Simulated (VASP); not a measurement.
All values below come from PBEsol GGA, VASP's PBE PAW potentials (set 64) (plane waves; VASP).

VASP input:

INCAR:
```
! general
SYSTEM =SnO
PREC   =Accurate
ENCUT  =520
LREAL  =.FALSE.   ! projection in real space or not
LASPH  =.TRUE.   ! aspherical one-centre terms

! electronic loop
EDIFF  =1E-7   ! SCF stop (eV)
NELM   =100
ALGO   =Normal   ! blocked Davidson
LMAXMIX=4   ! l cut-off of mixed one-centre charges

! smearing
ISMEAR =-5   ! tetrahedra, Bloechl

! functional
GGA    =PS

! ions
ISIF   =2   ! forces and stress, cell fixed

! output
LWAVE  =.FALSE.
LCHARG =.TRUE.
LORBIT =11
NEDOS  =601

! other
LEFG   =.TRUE.
```

POSCAR:
```
SnO
1
    3.3195419886     0.0000000000     0.0000000000
    0.0000000000     5.7011499014     0.0000000000
    0.0000000000     0.0000000000     3.8137393448
Sn O
2 2
Direct
  0.0000000000   0.2356434178   0.5317366640
  0.5000000000   0.7643565822   0.0317366640
  0.0000000000   0.8820132740   0.7182633360
  0.5000000000   0.1179867260   0.2182633360
```

**KPOINTS**
```
Automatic mesh
0
Gamma
8 5 7
0 0 0
```

POTCAR, in this order: Sn_d O (PBE.64 set). Program: vasp_std.

**Question.** What will the output report for the number of irreducible k-points (NKPTS), number of bands (NBANDS), largest plane-wave count, number of space-group operations, FFT grid (NGX, NGY, NGZ)?

**Answer.** 
| Item | Result |
|---|---|
| number of irreducible k-points (NKPTS) | 60 |
| number of bands (NBANDS) | 24 |
| largest plane-wave count | 1962 |
| number of space-group operations | 4 |
| FFT grid (NGX, NGY, NGZ) | 28 × 42 × 28 |

The structure comes from a computed database's SnO entry (Pmn2_1); how it stands against other phases isn't given here. It was relaxed first, which changed the volume by -10 %.
